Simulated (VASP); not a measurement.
These are PBE GGA, VASP's PBE PAW potentials (set 64) (plane waves; VASP) values and carry that method's errors.

The input files of a VASP run:

### POSCAR
```
Si
3.8668480
  0.0000000000   0.7071067999   0.7071067999
  0.7071067999   0.0000000000   0.7071067999
  0.7071067999   0.7071067999   0.0000000000
Si
2
direct
  0.0000000000   0.0000000000   0.0000000000
  0.2500000000   0.2500000000   0.2500000000
```

INCAR:
```
SYSTEM = Si
PREC = Accurate; ENCUT = 520; LREAL = F
LASPH = T; ICHARG = 11
EDIFF = 1E-6; NELM = 100; ALGO = Normal
ISMEAR = 0; SIGMA = 0.05
GGA = PE
LWAVE = F; LCHARG = F
```

File KPOINTS:
```
k-points along high-symmetry lines
15
Line-mode
Reciprocal
  0.000000   0.000000   0.000000 ! GAMMA
  0.500000   0.000000   0.500000 ! X

  0.500000   0.000000   0.500000 ! X
  0.625000   0.250000   0.625000 ! U

  0.375000   0.375000   0.750000 ! K
  0.000000   0.000000   0.000000 ! GAMMA

  0.000000   0.000000   0.000000 ! GAMMA
  0.500000   0.500000   0.500000 ! L

  0.500000   0.500000   0.500000 ! L
  0.500000   0.250000   0.750000 ! W

  0.500000   0.250000   0.750000 ! W
  0.500000   0.000000   0.500000 ! X
```

POTCAR, in this order: Si (PBE.64 set). Program: vasp_std. Read from the step before: CHGCAR.

What VASP printed:

### OSZICAR
```
       N       E                     dE             d eps       ncg     rms          rms(c)
DAV:   1     0.807423285533E+01    0.80742E+01   -0.32421E+03  1440   0.763E+02
DAV:   2    -0.898379323686E+01   -0.17058E+02   -0.16406E+02  2128   0.799E+01
DAV:   3    -0.923131518329E+01   -0.24752E+00   -0.24752E+00  1960   0.118E+01
DAV:   4    -0.923225908822E+01   -0.94390E-03   -0.94390E-03  2392   0.764E-01
DAV:   5    -0.923226094448E+01   -0.18563E-05   -0.18563E-05  1904   0.232E-02
DAV:   6    -0.923226096806E+01   -0.23578E-07   -0.23578E-07  2392   0.174E-03
   1 F= -.92322610E+01 E0= -.92322610E+01  d E =-.179591E-14
```

OUTCAR:
```
 val. band max:        5.6185363248   @ k =   0.0000   0.0000   0.0000

 cond. band min:       6.2296560961   @ k =   0.4286   0.0000   0.4286



 k-point     1 :       0.0000    0.0000    0.0000
  band No.  band energies     occupation
      1      -6.1970      2.00000
      2       5.6185      2.00000
      3       5.6185      2.00000
      4       5.6185      2.00000
      5       8.1749      0.00000
      6       8.1749      0.00000
      7       8.1749      0.00000
      8       8.7537      0.00000

 k-point     2 :       0.0357    0.0000    0.0357
  band No.  band energies     occupation
      1      -6.1751      2.00000
      2       5.4650      2.00000
      3       5.5278      2.00000
      4       5.5278      2.00000
      5       8.1211      0.00000
      6       8.2927      0.00000
      7       8.2927      0.00000
      8       8.9035      0.00000

 k-point     3 :       0.0714    0.0000    0.0714
  band No.  band energies     occupation
      1      -6.1093      2.00000
      2       5.0730      2.00000
      3       5.2960      2.00000
      4       5.2960      2.00000
      5       7.9719      0.00000
      6       8.6054      0.00000
      7       8.6054      0.00000
      8       9.2704      0.00000

 k-point     4 :       0.1071    0.0000    0.1071
  band No.  band energies     occupation
      1      -6.0000      2.00000
      2       4.5525      2.00000
      3       4.9934      2.00000
      4       4.9934      2.00000
      5       7.7563      0.00000
      6       9.0419      0.00000
      7       9.0419      0.00000
      8       9.6850      0.00000

 k-point     5 :       0.1429    0.0000    0.1429
  band No.  band energies     occupation
      1      -5.8472      2.00000
      2       3.9703      2.00000
      3       4.6687      2.00000
      4       4.6687      2.00000
      5       7.5058      0.00000
      6       9.5526      0.00000
      7       9.5526      0.00000
      8       9.9090      0.00000
...
```

The density is held fixed in this step, so its total energy and stress have no physical meaning.

The compound is Si in the diamond structure. It was relaxed first.
